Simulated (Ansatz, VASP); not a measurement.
# KRu3: VASP beside Ansatz

```
K Ru
1.0
     0.00000    3.18694    3.18694
     3.18694    0.00000    3.18694
     3.18694    3.18694    0.00000
K Ru
1 3
Direct
  0.00000 0.00000 0.00000
  0.75000 0.75000 0.75000
  0.50000 0.50000 0.50000
  0.25000 0.25000 0.25000
```

Alike in both runs: functional PBE; k mesh 6 × 6 × 6; occupations gaussian, width 0.1 eV; no spin polarisation.

Ansatz relaxed the structure, and its values are those at the end. VASP's run is a single point on that final structure, the one shown.

|  | VASP | Ansatz |
| --- | --- | --- |
| version | VASP 6.6.1 | Ansatz 0.2.0 |
| potentials or method | VASP PAW PBE potentials, release 64 (K_sv, Ru_pv) | scalar-relativistic, plane waves, PAW |
| plane-wave cutoff (eV) | 520 | 420 |
| valence electrons in the cell | 51 | 57 |

Ansatz gave:

| Property | Result |
| --- | --- |
| gap on the k mesh at the Fermi level (eV) | none |
| pressure (GPa) | 0.0 |

**Question.** What did VASP give for the same quantities?

**Answer.** gap on the k mesh at the Fermi level (eV): none; pressure (GPa): 0.6.

A gap of «none» marks a metal or a gap that the smearing closes. With one functional, cell and mesh, what is left measures potentials, basis and numerics. The two sets of potentials don't hold the same shells in valence.
